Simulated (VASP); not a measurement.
```xyz
12
Lattice="4.3137 0.0000 0.0000 0.0000 6.1004 0.0000 0.0000 0.0000 27.8930" Properties=species:S:1:pos:R:3 pbc="T T T"
Pb     0.0000     0.0000     8.6596
Pb     2.1568     3.0502    10.5067
Pb     0.0000     0.0000    12.9865
Pb     2.1568     3.0502    14.9065
Pb     0.0000     0.0000    17.3864
Pb     2.1568     3.0502    19.2334
Se     2.1568     0.0000    10.5262
Se     0.0000     3.0502     8.6186
Se     2.1568     0.0000    14.9175
Se     0.0000     3.0502    12.9755
Se     2.1568     0.0000    19.2744
Se     0.0000     3.0502    17.3668
```

Method: PBEsol GGA, VASP's PBE PAW potentials (set 64) (plane waves; VASP). Settings: PREC = Normal, 400 eV cut-off, 5×4×1 Γ-centred mesh, Gaussian smearing of 0.050 eV, potentials Pb_d Se.

Problem. Predict the energy per atom (σ→0).

Solution. 
The energy per atom (σ→0) is -4.349 eV/atom.

Only differences to runs with the same potentials and settings are physical.

The cell is a thin slab with vacuum, built from PbSe (rock salt): (110) face.
